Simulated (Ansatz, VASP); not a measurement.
# NaLaMnMoO6: VASP beside Ansatz

```
CELL_PARAMETERS angstrom
5.17658 -0.00678 0.01070
-0.24260 5.76412 0.00712
-0.94121 -2.86260 5.18620
ATOMIC_POSITIONS crystal
Na 0.40776 0.38086 0.07519
La 0.03690 0.66325 0.68598
Mn 0.44271 0.04268 0.40638
Mo 0.90251 0.96387 0.30442
O 0.73627 0.69569 0.99417
O 0.72288 0.91846 0.55299
O 0.70112 0.27368 0.37292
O 0.19224 0.75325 0.36660
O 0.17926 0.03365 0.11672
O 0.20034 0.27462 0.63197
```

Change from the starting cell: volume scaled by 1.04.

Alike in both runs: task single point; functional PBE; k mesh 6 × 6 × 5; occupations fermi-dirac, width 0.05 eV; collinear spin, ferromagnetic start.

|  | VASP | Ansatz |
| --- | --- | --- |
| version | VASP 6.6.1 | Ansatz 0.2.0 |
| potentials or method | VASP PAW PBE potentials, release 64 (Na_pv, La, Mn_pv, Mo_sv, O) | Ansatz PAW |
| plane-wave cutoff (eV) | 520 | 420 |
| valence electrons in the cell | 81 | 85 |

|  | VASP | Ansatz | Ansatz less VASP |
| --- | --- | --- | --- |
| gap on the k mesh at the Fermi level (eV) | 0.79 | 0.80 | +0.016 |
| least direct gap on the mesh (eV) | 1.00 | 1.02 | +0.026 |
| pressure (GPa) | -4.7 | -4.9 | -0.21 |
| largest component of the traceless stress (GPa) | 0.13 | 0.07 | -0.064 |
| rms of the force components (eV/Å) | 0.222 | 0.249 | +0.0274 |
| net moment per atom (μB) | 0.30 | 0.30 | 0.000 |
| size of the moment on the site where the two differ most (μB) | 3.10 | 2.72 | -0.382 |

Site moments also hang on the region over which each program counts them. Atom by atom the forces differ by 0.038 eV/Å (rms over components). The two sets of potentials don't hold the same shells in valence.

Caveats: spin-orbit coupling is left out, which moves the levels of the heavy elements; a cell with one magnetic atom can't hold antiferromagnetic order, which such compounds often take; an odd mesh through Γ misses points on the zone boundary, where band edges often lie (VASP); odd divisions of the mesh miss points on the zone boundary, where band edges often lie, so the gap on the mesh can be too wide (Ansatz); the pressure holds a Pulay correction of +0.5 GPa for the finite cutoff (Ansatz); the starting moments weren't kept (Ansatz).
